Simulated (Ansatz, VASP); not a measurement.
**Two plane-wave programs on Si**

File INCAR:

```
PREC = Accurate
ENCUT = 520
EDIFF = 1E-6
ISMEAR = 0
SIGMA = 0.1
LREAL = F
LASPH = T
NELM = 100
ALGO = Normal
ISIF = 2
LWAVE = F
LCHARG = F
GGA = CA
NBANDS = 16
```

The input KPOINTS:

```
Automatic mesh
0
Gamma
  6 6 4
```

File POSCAR:

```
Si
1.0
    3.8313174600      0.0000000000      0.0000000000
   -1.9156587300      3.3180182500      0.0000000000
    0.0000000000      0.0000000000      6.3326220000
Si
4
Direct
    0.3333333300      0.6666666700      0.0630095000
    0.6666666700      0.3333333300      0.5630095000
    0.3333333300      0.6666666700      0.4369905000
    0.6666666700      0.3333333300      0.9369905000
```

Input for Ansatz:

```yaml
crystal:
  lattice:
    - [3.83131746, 0.0, 0.0]
    - [-1.91565873, 3.31801825, 0.0]
    - [0.0, 0.0, 6.332622]
  atoms:
    - { symbol: Si, position: [0.33333333, 0.66666667, 0.0630095] }
    - { symbol: Si, position: [0.66666667, 0.33333333, 0.5630095] }
    - { symbol: Si, position: [0.33333333, 0.66666667, 0.4369905] }
    - { symbol: Si, position: [0.66666667, 0.33333333, 0.9369905] }
basis:
  ecutwfc: 420
kpoints:
  mp_grid: { grid: [6, 6, 4] }
hamiltonian:
  xc: lda
scf:
  occupations: { method: gaussian, width: 0.1 }
output:
  forces: true
  stress: true
  eigenvalues: true
```

This isn't the form of Si at room conditions, which is diamond.

Alike in both runs: task single point; functional LDA; k mesh 6 × 6 × 4; occupations gaussian, width 0.1 eV; no spin polarisation.

|  | VASP | Ansatz |
| --- | --- | --- |
| version | VASP 6.6.1 | Ansatz 0.2.0 |
| potentials or method | VASP PAW LDA potentials, release 64 (Si) | scalar-relativistic, plane waves, PAW |
| plane-wave cutoff (eV) | 520 | 420 |
| valence electrons in the cell | 16 | 16 |

```tsv
	VASP	Ansatz	Ansatz less VASP
gap on the k mesh at the Fermi level (eV)	0.31	0.31	+0.002
least direct gap on the mesh (eV)	0.92	0.92	-0.009
pressure (GPa)	-2.0	-2.0	-0.04
largest component of the traceless stress (GPa)	0.10	0.10	-0.007
rms of the force components (eV/Å)	0.013	0.013	+0.0003
```

Atom by atom the forces differ by 0.000 eV/Å (rms over components).

A k mesh can miss the band edges. Expect the measured gap to be larger: semilocal functionals such as LDA lack the derivative discontinuity.
